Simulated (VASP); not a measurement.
Computed with SCAN meta-GGA, VASP's PBE PAW potentials (set 64) (plane waves; VASP).

VASP ran on this input.

File POSCAR:
```
V
1
   -1.4706567947     1.4706567947     1.4706567947
    1.4706567947    -1.4706567947     1.4706567947
    1.4706567947     1.4706567947    -1.4706567947
V
1
Direct
  0.0000000000   0.0000000000   0.0000000000
```

### INCAR
```
# general
SYSTEM  = V
PREC    = Accurate
ENCUT   = 520
LREAL   = .FALSE.
LASPH   = .TRUE.

# electronic loop
EDIFF   = 1E-7
NELM    = 100
ALGO    = Normal
LMAXMIX = 4
LMIXTAU = .TRUE.

# smearing
ISMEAR  = 1
SIGMA   = 0.1

# functional
METAGGA = SCAN

# ions
ISIF    = 2

# output
LWAVE   = .FALSE.
LCHARG  = .FALSE.
```

**KPOINTS**
```
Automatic mesh
0
G
 17 17 17
0 0 0
```

POTCAR, in this order: V_sv (PBE.64 set). Program: vasp_std.

Output of the run:

**OSZICAR**
```
       N       E                     dE             d eps       ncg     rms          rms(c)
DAV:   1     0.774956488777E+02    0.77496E+02   -0.74500E+03  3300   0.146E+03
DAV:   2    -0.204574713997E+02   -0.97953E+02   -0.95790E+02  3386   0.383E+02
DAV:   3    -0.219568330625E+02   -0.14994E+01   -0.14817E+01  3442   0.562E+01
DAV:   4    -0.219661937522E+02   -0.93607E-02   -0.93596E-02  3358   0.478E+00
DAV:   5    -0.219663195021E+02   -0.12575E-03   -0.12575E-03  3414   0.536E-01    0.248E+01
DAV:   6    -0.171490991257E+02    0.48172E+01   -0.11890E+01  3314   0.566E+01    0.250E+00
DAV:   7    -0.173686480661E+02   -0.21955E+00   -0.96578E-01  3300   0.146E+01    0.292E+00
DAV:   8    -0.173759143989E+02   -0.72663E-02   -0.45693E-01  3304   0.106E+01    0.165E+00
DAV:   9    -0.174581087092E+02   -0.82194E-01   -0.63882E-02  3300   0.431E+00    0.996E-01
DAV:  10    -0.175084315729E+02   -0.50323E-01   -0.10783E-01  3300   0.439E+00    0.281E-01
DAV:  11    -0.174783093547E+02    0.30122E-01   -0.23984E-02  3300   0.191E+00    0.308E-01
DAV:  12    -0.174625472962E+02    0.15762E-01   -0.48565E-02  3300   0.286E+00    0.130E-01
DAV:  13    -0.174623887323E+02    0.15856E-03   -0.10494E-03  3318   0.526E-01    0.118E-01
DAV:  14    -0.174601918914E+02    0.21968E-02   -0.35302E-03  3300   0.975E-01    0.702E-02
DAV:  15    -0.174599973377E+02    0.19455E-03   -0.61033E-04  3300   0.360E-01    0.730E-02
DAV:  16    -0.174599930403E+02    0.42974E-05   -0.94369E-07  3378   0.168E-02    0.728E-02
DAV:  17    -0.174599679405E+02    0.25100E-04   -0.38039E-06  3300   0.283E-02    0.718E-02
DAV:  18    -0.174599547895E+02    0.13151E-04   -0.19031E-06  3304   0.212E-02    0.668E-02
DAV:  19    -0.174599658791E+02   -0.11090E-04   -0.77762E-05  3300   0.140E-01    0.394E-02
DAV:  20    -0.174599493963E+02    0.16483E-04   -0.54803E-05  3300   0.120E-01    0.410E-02
DAV:  21    -0.174599256720E+02    0.23724E-04   -0.18398E-05  3300   0.665E-02    0.353E-02
DAV:  22    -0.174599024926E+02    0.23179E-04   -0.36719E-06  3304   0.289E-02    0.250E-02
DAV:  23    -0.174598888506E+02    0.13642E-04   -0.39935E-06  3300   0.305E-02    0.177E-02
DAV:  24    -0.174598770623E+02    0.11788E-04   -0.20236E-06  3304   0.214E-02    0.850E-03
DAV:  25    -0.174598655236E+02    0.11539E-04   -0.49726E-07  3300   0.102E-02    0.222E-03
DAV:  26    -0.174598627457E+02    0.27779E-05   -0.29023E-07  3308   0.852E-03    0.987E-04
DAV:  27    -0.174598622872E+02    0.45847E-06   -0.58835E-08  1690   0.365E-03    0.485E-04
DAV:  28    -0.174598628112E+02   -0.52399E-06   -0.16190E-08  1664   0.208E-03    0.247E-04
DAV:  29    -0.174598628470E+02   -0.35739E-07   -0.21091E-09  1660   0.777E-04
   1 F= -.17459863E+02 E0= -.17459541E+02  d E =-.966322E-03
```

**OUTCAR**
```
------------------------ aborting loop because EDIFF is reached ----------------------------------------
  FORCE on cell =-STRESS in cart. coord.  units (eV):
  Direction    XX          YY          ZZ          XY          YZ          ZX
  --------------------------------------------------------------------------------------
  Total        0.5918130      0.5918130      0.5918130      0.0000000      0.0000000      0.0000000
  in kB       74.5248415     74.5248415     74.5248415      0.0000000      0.0000000      0.0000000
  external PRESSURE =      74.5248415 kB  Pullay stress =       0.0000000 kB
  volume of cell :       12.72
      direct lattice vectors                 reciprocal lattice vectors
    -1.470656795  1.470656795  1.470656795     0.000000000  0.339984150  0.339984150
     1.470656795 -1.470656795  1.470656795     0.339984150  0.000000000  0.339984150
     1.470656795  1.470656795 -1.470656795     0.339984150  0.339984150  0.000000000
 POSITION                                       TOTAL-FORCE (eV/Angst)
 -----------------------------------------------------------------------------------
      0.00000      0.00000      0.00000         0.000000     -0.000000     -0.000000
 -----------------------------------------------------------------------------------
    total drift:                                0.000000     -0.000000      0.000000
  FREE ENERGIE OF THE ION-ELECTRON SYSTEM (eV)
  ---------------------------------------------------
  free  energy   TOTEN  =       -17.4598628470 eV

  energy  without entropy=      -17.4588965253  energy(sigma->0) =      -17.45954074
```
(Selected blocks of OUTCAR.)

The compound is V in the bcc structure. This cell is one point of a volume scan, at 0.97 of the reference volume. The run is not spin-polarised, so no magnetic state was tried.
